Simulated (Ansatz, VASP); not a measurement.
GaGe: VASP beside Ansatz

```
Ge Ga
1.0
     0.00000    2.89784    2.89784
     2.89784    0.00000    2.89784
     2.89784    2.89784    0.00000
Ge Ga
1 1
Cartesian
  0.0000 0.0000 0.0000
  1.4489 1.4489 1.4489
```

The cell comes from a database or a generator and needn't be the stable form of this composition.

Alike in both runs: task relaxation of cell and atoms; functional LDA; k mesh 8 × 8 × 8; occupations fermi-dirac, width 0.05 eV; no spin polarisation.

```csv
,VASP,Ansatz
version,VASP 6.6.1,Ansatz 0.2.0
potentials or method,"VASP PAW LDA potentials, release 64 (Ge_d, Ga_d)",Ansatz PAW
plane-wave cutoff (eV),600,420
valence electrons in the cell,27,27
```

Ansatz gave:

| Item | Value |
| --- | --- |
| gap on the k mesh at the Fermi level, each at its own relaxed structure (eV) | none |
| relaxed volume (Å³/atom) | 22.43 |
| relaxed cell length with the largest relative difference (Å) | 3.988 |
| energy change over the relaxation (meV/atom) | -26 |

Q: Which values does VASP return?

A: gap on the k mesh at the Fermi level, each at its own relaxed structure (eV): none; relaxed volume (Å³/atom): 22.53; relaxed cell length with the largest relative difference (Å): 3.994; energy change over the relaxation (meV/atom): -25.

A gap of «none» marks a metal or a gap that the smearing closes.

Caveats: the plane-wave basis is chosen anew once the cell has moved, so the energies of steps on either side of that aren't comparable (Ansatz); the PAW data sets come from PBE, with cores solved anew for the run's functional, which leaves a small shift of forces and pressure (Ansatz).
